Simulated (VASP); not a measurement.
## InAs (space group Fm-3m): computed properties

Method: LDA (Ceperley-Alder, Perdew-Zunger), VASP's LDA PAW potentials (set 64) (plane waves; VASP).

```yaml
space_group: Fm-3m (225)
cell: a = b = c = 5.605 Å, α = β = γ = 90.00°
volume_per_atom: 22.01 Å³/atom
band gap (over mesh and band path): none (metal, semimetal or under 0.01 eV)
hill_bulk_modulus: 784 kbar
hill_shear_modulus: 41.7 GPa
Poisson's ratio: 0.274
band_gap_with_spin_orbit_coupling: none (metallic)
density: 7.16 g/cm³
optical Γ-point spectrum: 130 (×3) cm⁻¹
C11: 180 GPa
C12: 27.8 GPa
C44: 27.2 GPa
```

```yaml
crystal:
  lattice:
    - [0.00000, 2.80230, 2.80230]
    - [2.80230, 0.00000, 2.80230]
    - [2.80230, 2.80230, 0.00000]
  atoms:
    - { symbol: In, position: [0.50000, 0.50000, 0.50000] }
    - { symbol: As, position: [0.00000, 0.00000, 0.00000] }
```

Finite-difference elastic constants of metals are sensitive to mesh and smearing; shear constants can be off by tens of GPa. Unless said otherwise, spin-orbit coupling is left out, though it shifts the bands of the heavy elements here.

The structure comes from a computed database's InAs entry (Fm-3m); how it stands against other phases isn't given here. It was relaxed first, which changed the volume by -8 %. Symmetry was kept, so distortions that lower it aren't found.
